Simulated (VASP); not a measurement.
An input for Quantum ESPRESSO's pw.x (written as the equivalent of a VASP run, and not itself run):

```
&CONTROL
  calculation = 'vc-relax'
  pseudo_dir = './pseudo'
  outdir = './out'
  tprnfor = .true.
  tstress = .true.
  nstep = 30
  forc_conv_thr = 0.00039
/
&SYSTEM
  ibrav = 0
  nat = 3
  ntyp = 2
  ecutwfc = 84
  occupations = 'smearing'
  smearing = 'methfessel-paxton'
  degauss = 0.00735
  input_dft = 'pw91'
/
&ELECTRONS
  conv_thr = 7.3e-09
  electron_maxstep = 100
/
&IONS
/
&CELL
  cell_dofree = 'shape'
/
ATOMIC_SPECIES
  Ti 47.867 Ti.upf
  S 32.060 S.upf
CELL_PARAMETERS angstrom
     1.6914586   -2.9296927    0.0000000
     1.6914586    2.9296927    0.0000000
     0.0000000    0.0000000    6.3016998
ATOMIC_POSITIONS crystal
  Ti   0.0000000  0.0000000  0.0000000
  S    0.3333330  0.6666670  0.2226252
  S    0.6666670  0.3333330  0.7773748
K_POINTS automatic
  10 10 5 0 0 0
```

Translate this input to VASP (INCAR, KPOINTS, POSCAR, choice of POTCAR).

One answer among several that fit: 
File KPOINTS:
```
Automatic mesh
0
Gamma
10 10 5
0 0 0
```

**INCAR**
```
SYSTEM = TiS2
PREC = Accurate
ENCUT = 520
EDIFF = 1E-7
NELM = 100
ALGO = Normal
LREAL = .FALSE.
LASPH = .TRUE.
ISMEAR = 1
SIGMA = 0.1
GGA = 91
LMAXMIX = 4
LWAVE = .FALSE.
LCHARG = .FALSE.
ISIF = 4
IBRION = 2
NSW = 30
EDIFFG = -0.01
```

### POSCAR
```
TiS2
1
    1.6914586295    -2.9296926568     0.0000000000
    1.6914586295     2.9296926568     0.0000000000
    0.0000000000     0.0000000000     6.3016998476
Ti S
1 2
Direct
  0.0000000000   0.0000000000   0.0000000000
  0.3333330000   0.6666670000   0.2226251507
  0.6666670000   0.3333330000   0.7773748493
```

POTCAR, in this order: Ti_sv S (PBE.64 set). Program: vasp_std.

What does not carry over: the potentials are each code's own (VASP's PAW set, PseudoDojo norm-conserving files in pw.x), so ENCUT and ecutwfc are chosen apart and not converted; conv_thr bounds pw.x's estimated SCF error, while EDIFF bounds the energy change between steps; forc_conv_thr acts on force components and is met together with etot_conv_thr.

The compound is TiS2 in the 1T layered structure. This cell is one point of a volume scan, at 0.97 of the reference volume. Symmetry was kept, so distortions that lower it aren't found.
